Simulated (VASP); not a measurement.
Wanted: the native input for a VASP 6.6.1 run.

* Task: band structure
* Functional: PBE
* Potentials or basis: VASP PAW PBE potentials, release 64 (Ce, Zn, Ni)
* Cutoff: 520 eV
* k mesh: 5 × 5 × 5
* Occupations: fermi-dirac, width 0.05 eV
* Spin: collinear spin, ferromagnetic start
* Starting moments: [1.0, 0.0, 0.0, 1.0] μB
* Further INCAR settings: ALGO = Normal; EDIFF = 1e-06

Crystal: CeZn2Ni.

```
Ce Zn Ni
1.0
     3.86439    0.00000    0.00000
     0.00000    3.86439    0.00000
     0.00000    0.00000    4.91927
Ce Zn Ni
1 2 1
Direct
  0.00000 0.00000 0.00000
  0.00000 0.50000 0.50000
  0.50000 0.00000 0.50000
  0.50000 0.50000 0.00000
```

The cell comes from a database or a generator and needn't be the stable form of this composition.

The input as run:

POSCAR

```
CeZn2Ni
1.0
    3.8643900000      0.0000000000      0.0000000000
    0.0000000000      3.8643900000      0.0000000000
    0.0000000000      0.0000000000      4.9192680000
Ce Zn Ni
1 2 1
Direct
    0.0000000000      0.0000000000      0.0000000000
    0.0000000000      0.5000000000      0.5000000000
    0.5000000000      0.0000000000      0.5000000000
    0.5000000000      0.5000000000      0.0000000000
```

INCAR.step1

```
  PREC = Accurate
  ENCUT = 520
  EDIFF = 1E-6
  ISMEAR = -1
  SIGMA = 0.05
  LREAL = F
  LASPH = T
  NELM = 100
  ALGO = Normal
  ISIF = 2
  LWAVE = F
  LCHARG = T
  ISPIN = 2
  MAGMOM = 1 0 0 1
  LORBIT = 11
  LMAXMIX = 6
  GGA = PE
```

KPOINTS.step1

```
Automatic mesh
0
Gamma
  5 5 5
```

INCAR.step2

```
  PREC = Accurate
  ENCUT = 520
  EDIFF = 1E-6
  ISMEAR = 0
  SIGMA = 0.05
  LREAL = F
  LASPH = T
  NELM = 100
  ALGO = Normal
  ISIF = 2
  LWAVE = F
  LCHARG = F
  ISPIN = 2
  MAGMOM = 1 0 0 1
  LORBIT = 11
  LMAXMIX = 6
  GGA = PE
  ICHARG = 11
```

KPOINTS.step2

```
path GXMGZRAZ,XR,MA
15
line-mode
reciprocal
 0.0000000000  0.0000000000  0.0000000000  G
 0.0000000000  0.5000000000  0.0000000000  X

 0.0000000000  0.5000000000  0.0000000000  X
 0.5000000000  0.5000000000  0.0000000000  M

 0.5000000000  0.5000000000  0.0000000000  M
 0.0000000000  0.0000000000  0.0000000000  G

 0.0000000000  0.0000000000  0.0000000000  G
 0.0000000000  0.0000000000  0.5000000000  Z

 0.0000000000  0.0000000000  0.5000000000  Z
 0.0000000000  0.5000000000  0.5000000000  R

 0.0000000000  0.5000000000  0.5000000000  R
 0.5000000000  0.5000000000  0.5000000000  A

 0.5000000000  0.5000000000  0.5000000000  A
 0.0000000000  0.0000000000  0.5000000000  Z

 0.0000000000  0.5000000000  0.0000000000  X
 0.0000000000  0.5000000000  0.5000000000  R

 0.5000000000  0.5000000000  0.0000000000  M
 0.5000000000  0.5000000000  0.5000000000  A
```

Potentials or basis: VASP PAW PBE potentials, release 64 (Ce, Zn, Ni).

Run with:

```sh
$ cat potpaw_PBE.64/Ce/POTCAR potpaw_PBE.64/Zn/POTCAR potpaw_PBE.64/Ni/POTCAR > POTCAR
$ cp INCAR.step1 INCAR
$ cp KPOINTS.step1 KPOINTS
$ mpirun -np 1 vasp_std > vasp.out
$ cp INCAR.step2 INCAR
$ cp KPOINTS.step2 KPOINTS
$ mpirun -np 1 vasp_std > vasp.out
```

It gave:

* Band gap along the path: none (metal or under the smearing width)
* Net moment: 0.29 μB per cell

Caveat: the log is that of the step along the path at fixed density, whose energy, stress, charges and moments have no meaning; the magnetic or orbital state may not be the lowest; spin-orbit coupling is left out, which moves the levels of the heavy elements; without U or exact exchange the open f shell lies at the Fermi level, which spoils levels, moments and volumes.

It took 12 min on 1 thread of Intel(R) Xeon(R) Platinum 8488C (Sapphire Rapids), with other jobs on the host, peak memory 0.58 GiB.
